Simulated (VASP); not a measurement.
# LiY (P6_3mc) in VASP: band structure with PBE+D3(BJ)

Aim: the band structure of LiY with PBE+D3(BJ).

Program: VASP 6.6.1. These are calculated values, not measurements. Logs are shortened: lines on timing, memory, paths and dates and some standing lists are left out, and cuts for length are marked.

## (1) The structure

The structure is hexagonal, space group P6_3mc (No. 186). The conventional cell has a = 3.694 Å, b = 3.694 Å, c = 6.065 Å, α = 90.00°, β = 90.00°, γ = 120.00°. Li (site symmetry 3m) has 4 Y at 2.24 to 2.34 Å as nearest neighbours. Y (site symmetry 3m) is surrounded by 4 Li at 2.24 to 2.34 Å.

The cell was built by a generator and needn't be a form met in nature.

## (2) Band structure, PBE+D3(BJ)

run.py

```python
from ase import Atoms
from ase.calculators.vasp import Vasp
from ase.dft.bandgap import bandgap

atoms = Atoms(
    ['Li', 'Li', 'Y', 'Y'],
    cell=[[3.69394343, 0.0, 0.0], [-1.84697172, 3.19904885, 0.0], [0.0, 0.0, 6.06524681]],
    scaled_positions=[[0.33333333, 0.66666667, 0.0], [0.66666667, 0.33333333, 0.5], [0.33333333, 0.66666667, 0.38499999], [0.66666667, 0.33333333, 0.88499999]],
    pbc=True,
)
calc = Vasp(
    directory='calc',
    xc='pbe',
    pp='PBE',
    setups='minimal',
    prec='Accurate',
    encut=500,
    ediff=1e-06,
    ismear=0,
    sigma=0.1,
    lreal=False,
    lasph=True,
    nelm=60,
    algo='Fast',
    isif=2,
    lwave=False,
    lcharg=True,
    lmaxmix=4,
    ivdw=12,
    kpts=[8, 8, 5],
    gamma=True,
    nbands=20,
)
atoms.calc = calc

print('energy (eV):', atoms.get_potential_energy())
print('free energy (eV):', atoms.get_potential_energy(force_consistent=True))
efermi = calc.get_fermi_level()
print('Fermi level (eV):', efermi)
path = atoms.cell.bandpath(npoints=60, eps=1e-4)
print('path:', path.path)
calc.set(kpts=path.kpts, reciprocal=True, icharg=11, isym=0, lcharg=False)
calc.calculate(atoms)
print('gap on the path (eV):', bandgap(calc, efermi=efermi)[0])
print('direct gap on the path (eV):', bandgap(calc, efermi=efermi, direct=True)[0])
```

Potentials or basis: VASP PAW PBE potentials, release 64 (Li, Y_sv).

Run with:

```bash
python run.py
```

The log of the run:

```text
energy (eV): -10.2926654
free energy (eV): -10.29694904
Fermi level (eV): 4.02118224
path: GMKGALHA,LM,KH
gap on the path (eV): 0.0
direct gap on the path (eV): 0.0
```

OUTCAR:

```text
ENCUT = 500.000000
   EDIFF = 1.00e-06
   GGA = PE
   PREC = Accurate
   ICHARG = 11
   ISIF = 2
   ISMEAR = 0
   ISYM = 0
   NELM = 60
   IVDW = 12
   LASPH = .TRUE.
   LREAL = .FALSE.
 IVDW          = 12

 ion  position               nearest neighbor table
   1  0.333  0.667  0.000-   4 2.24   4 2.24   4 2.24   3 2.34   3 3.73
   2  0.667  0.333  0.500-   3 2.24   3 2.24   3 2.24   4 2.34   4 3.73
   3  0.333  0.667  0.385-   2 2.24   2 2.24   2 2.24   1 2.34   4 3.71   4 3.71   4 3.71   4 3.71
                             4 3.71   4 3.71   1 3.73
   4  0.667  0.333  0.885-   1 2.24   1 2.24   1 2.24   2 2.34   3 3.71   3 3.71   3 3.71   3 3.71
                             3 3.71   3 3.71   2 3.73

IMPORTANT INFORMATION: All symmetrisations will be switched off!
NOSYMM: (Re-)initialisation of all symmetry stuff for point group C_1.

----------------------------------------------------------------------------------------

                                     Primitive cell

  volume of cell :      71.6737

  direct lattice vectors                    reciprocal lattice vectors
     3.693943430  0.000000000  0.000000000     0.270713404  0.156296457  0.000000000
    -1.846971720  3.199048850  0.000000000     0.000000000  0.312592913  0.000000000
     0.000000000  0.000000000  6.065246810     0.000000000  0.000000000  0.164873752

  length of vectors
     3.693943430  3.693943432  6.065246810     0.312592914  0.312592913  0.164873752

  position of ions in fractional coordinates (direct lattice)
     0.333333330  0.666666670  0.000000000
     0.666666670  0.333333330  0.500000000
     0.333333330  0.666666670  0.384999990
     0.666666670  0.333333330  0.884999990

  ion indices of the primitive-cell ions
   primitive index   ion index
                 1           1
                 2           2
                 3           3
                 4           4

----------------------------------------------------------------------------------------

 KPOINTS: KPOINTS created by Atomic Simulation Env

Read explicit list of k-points.

 Found     60 k-points:

 Following reciprocal coordinates:
            Coordinates               Weight
  0.000000  0.000000  0.000000      0.016667
  0.062500  0.000000  0.000000      0.016667
  0.125000  0.000000  0.000000      0.016667
  0.187500  0.000000  0.000000      0.016667
  0.250000  0.000000  0.000000      0.016667
  0.312500  0.000000  0.000000      0.016667
[... 16 lines left out ...]
  0.000000  0.000000  0.125000      0.016667
  0.000000  0.000000  0.250000      0.016667
 [... further k-points ...]
   k-points           NKPTS =     60   k-points in BZ     NKDIM =     60   number of bands    NBANDS=     20
   number of dos      NEDOS =    301   number of ions     NIONS =      4
   total plane-waves  NPLWV =  37632
   dimension x,y,z NGX =    28 NGY =   28 NGZ =   48
   dimension x,y,z NGXF=    56 NGYF=   56 NGZF=   96
   ions per type =               2   2
   NGX,Y,Z   is equivalent  to a cutoff of  12.60, 12.60, 13.16 a.u.
   NGXF,Y,Z  is equivalent  to a cutoff of  25.20, 25.20, 26.31 a.u.
 SYSTEM =  unknown system
   PREC   = accura    normal or accurate (medium, high low for compatibility)
   ISTART =      0    job   : 0-new  1-cont  2-samecut
   ICHARG =     11    charge: 1-file 2-atom 10-const
   ISPIN  =      1    spin polarized calculation?
   LNONCOLLINEAR =      F non collinear calculations
   LSORBIT =      F    spin-orbit coupling
   LASPH  =      T    aspherical Exc in radial PAW
   ENCUT  =  500.0 eV  36.75 Ry    6.06 a.u.   6.73  6.73 11.06*2*pi/ulx,y,z
   NELM   =     60;   NELMIN=  2; NELMDL=  0     # of ELM steps
   EDIFF  = 0.1E-05   stopping-criterion for ELM
   LREAL  =      F    real-space projection
   EDIFFG = 0.1E-04   stopping-criterion for IOM
   NSW    =      0    number of steps for IOM
   IBRION =     -1    ionic relax: 0-MD 1-quasi-New 2-CG
   NFREE  =      0    steps in history (QN), initial steepest desc. (CG)
   ISIF   =      2    stress and relaxation
   ISYM   =      0    0-nonsym 1-usesym 2-fastsym
   POTIM  = 0.5000    time-step for ionic-motion
   TEBEG  =    0.0;   TEEND  =   0.0 temperature during run
   PSTRESS=    0.0 pullay stress
   NELECT =      24.0000    total number of electrons
   NUPDOWN=      -1.0000    fix difference up-down
   EMIN   =  10.00;   EMAX   =-10.00  energy-range for DOS
   EFERMI =   0.00;   METHOD = LEGACY
   ISMEAR =     0;   SIGMA  =   0.10  broadening in eV -4-tet -1-fermi 0-gaus
   EFERMI_NEDOS =   21; number of points for ismear=-14 and -15
   IALGO  =     68    algorithm
   IMIX   =      4    mixing-type and parameters
     AMIX     =   0.40;   BMIX     =  1.00
     AMIX_MAG =   1.60;   BMIX_MAG =  1.00
  volume/ion in A,a.u.               =      17.92       120.92
  Fermi-wavevector in a.u.,A,eV,Ry     =   1.136821  2.148280 17.583649  1.292362
  Thomas-Fermi vector in A             =   2.273526
   LORBIT       =      0    0 simple, 1 ext, 2 COOP (PROOUT), +10 PAW based schemes
   GGA     = PE    functional components
   LHFCALC =     F    Hartree Fock is set to
   AEXX    =    0.0000 exact exchange contribution
   IVDW    =    12    specifies the selected vdW correction
   LEPSILON=     F    determine dielectric tensor
   LRPA    =     F    only Hartree local field effects (RPA)
 non-spin polarized calculation
 RMM-DIIS sequential band-by-band and
 Gauss-broadening in eV      SIGMA  =   0.10
  energy-cutoff  :      500.00
  volume of cell :       71.67
 maximum number of plane-waves:      1840
 NGX is ok and might be reduce to    28

 number of electron      24.0000000 magnetization

 Free energy of the ion-electron system (eV)
  ---------------------------------------------------
  ext. energy  EPLUGINS =         0.00000000
  ---------------------------------------------------
  free energy    TOTEN  =        -8.97223424 eV

  energy without entropy =       -8.94589716  energy(sigma->0) =       -8.95906570

 E-fermi :   3.9737     XC(G=0):  -9.8334

 val. band max:        3.9640185404   @ k =   0.0000   0.0000   0.2500
 cond. band min:       3.9758586057   @ k =   0.0000   0.0000   0.1250
 fundamental gap:      0.0118400653
 Fermi energy:         3.9736551768

 k-point     1 :       0.0000    0.0000    0.0000
  band No.  band energies     occupation
      1     -38.6455      2.00000
      2     -38.6114      2.00000
      3     -18.9537      2.00000
      4     -18.6492      2.00000
      5     -18.6491      2.00000
      6     -18.5810      2.00000
[... 12 lines left out ...]
     19       7.9682      0.00000
     20       7.9683      0.00000

 k-point     2 :       0.0625    0.0000    0.0000
  band No.  band energies     occupation
      1     -38.6444      2.00000
      2     -38.6109      2.00000
      3     -18.9492      2.00000
      4     -18.6602      2.00000
      5     -18.6539      2.00000
      6     -18.5931      2.00000
[... 12 lines left out ...]
     19       8.0211      0.00000
     20       8.1056      0.00000

 k-point     3 :       0.1250    0.0000    0.0000
  band No.  band energies     occupation
      1     -38.6413      2.00000
      2     -38.6095      2.00000
      3     -18.9363      2.00000
      4     -18.6914      2.00000
      5     -18.6670      2.00000
      6     -18.6270      2.00000
[... 12 lines left out ...]
     19       8.1435      0.00000
     20       8.4257      0.00000

 k-point     4 :       0.1875    0.0000    0.0000
  band No.  band energies     occupation
      1     -38.6365      2.00000
      2     -38.6075      2.00000
      3     -18.9166      2.00000
      4     -18.7375      2.00000
      5     -18.6863      2.00000
      6     -18.6766      2.00000
[... 429 lines left out ...]
 k-point    23 :       0.0000    0.0000    0.1250
  band No.  band energies     occupation
      1     -38.6442      2.00000
      2     -38.6127      2.00000
      3     -18.9381      2.00000
      4     -18.6466      2.00000
      5     -18.6466      2.00000
      6     -18.5836      2.00000
[... 12 lines left out ...]
     19       7.9719      0.00000
     20       7.9721      0.00000

 k-point    24 :       0.0000    0.0000    0.2500
  band No.  band energies     occupation
      1     -38.6405      2.00000
      2     -38.6164      2.00000
      3     -18.8936      2.00000
      4     -18.6392      2.00000
      5     -18.6392      2.00000
      6     -18.5955      2.00000
[... 12 lines left out ...]
     19       7.9221      0.00000
     20       7.9224      0.00000

 [... further k-points ...]

------------------------ aborting loop because EDIFF is reached ----------------------------------------

 Edisp (eV)   -1.51321

 E8    (eV) :    -0.7451

  FORCE on cell =-STRESS in cart. coord.  units (eV):
  Direction    XX          YY          ZZ          XY          YZ          ZX
  --------------------------------------------------------------------------------------
  -------------------------------------------------------------------------------------
  Total      11.64392     8.08417     9.86340     6.46090     0.00016    -0.00003
  in kB     260.28566   180.71178   220.48431   144.42545     0.00363    -0.00078
  external pressure =      220.49 kB  Pullay stress =        0.00 kB

 VOLUME and BASIS-vectors are now :
 -----------------------------------------------------------------------------
  energy-cutoff  :      500.00
  volume of cell :       71.67
      direct lattice vectors                 reciprocal lattice vectors
     3.693943430  0.000000000  0.000000000     0.270713404  0.156296457  0.000000000
    -1.846971720  3.199048850  0.000000000     0.000000000  0.312592913  0.000000000
     0.000000000  0.000000000  6.065246810     0.000000000  0.000000000  0.164873752

 POSITION                                       TOTAL-FORCE (eV/Angst)
 -----------------------------------------------------------------------------------
     -0.00000      2.13270      0.00000         0.615971      0.110515      0.527588
      1.84697      1.06635      3.03262        -0.615985     -0.110531      0.527598
     -0.00000      2.13270      2.33512         0.515443      0.170013     -0.527599
      1.84697      1.06635      5.36774        -0.515429     -0.169998     -0.527587
 -----------------------------------------------------------------------------------
    total drift:                               -0.000002     -0.000023      0.039641

  FREE ENERGIE OF THE ION-ELECTRON SYSTEM (eV)
  ---------------------------------------------------
  free  energy   TOTEN  =       -10.4854453722 eV

  energy  without entropy=      -10.4591082919  energy(sigma->0) =      -10.47227683
```

INCAR:

```text
ENCUT = 500.000000
SIGMA = 0.100000
EDIFF = 1.00e-06
ALGO = Fast
GGA = PE
PREC = Accurate
ICHARG = 11
ISIF = 2
ISMEAR = 0
ISYM = 0
LMAXMIX = 4
NBANDS = 20
NELM = 60
IVDW = 12
LASPH = .TRUE.
LCHARG = .FALSE.
LWAVE = .FALSE.
LREAL = .FALSE.
```

Wall time 1.9 min (1 thread of Intel Xeon Platinum 8488C (Sapphire Rapids), shared host); peak memory 0.24 GiB.

What came out:

```yaml
Band_gap_along_the_path: none (metal or under the smearing width)
Dispersion_energy_per_atom: -0.378 eV
```

Levels at the corners of the path, in eV from the Fermi level:
```tsv
point	band 10	band 11	band 12	band 13	band 14	band 15
Γ	-2.12	-0.03	-0.03	-0.03	0.00	0.48
M	-2.04	-1.03	-0.36	0.27	0.80	0.97
K	-1.16	-0.73	-0.73	0.55	0.55	1.47
Γ	-2.12	-0.03	-0.03	-0.03	0.00	0.48
A	-3.50	-0.20	-0.20	0.04	0.04	0.04
L	-2.58	-0.27	-0.27	0.95	0.95	1.36
H	-1.49	-1.28	-1.28	1.05	1.05	1.73
A	-3.50	-0.20	-0.20	0.04	0.04	0.04
L	-2.58	-0.27	-0.27	0.95	0.95	1.36
M	-2.04	-1.03	-0.36	0.27	0.80	0.97
K	-1.16	-0.73	-0.73	0.55	0.55	1.47
H	-1.49	-1.28	-1.28	1.05	1.05	1.73
```

Caveat: the log is that of the step along the path at fixed density, whose energy, stress, charges and moments have no meaning; pairwise dispersion overbinds metals, which lowers pressure and volume.
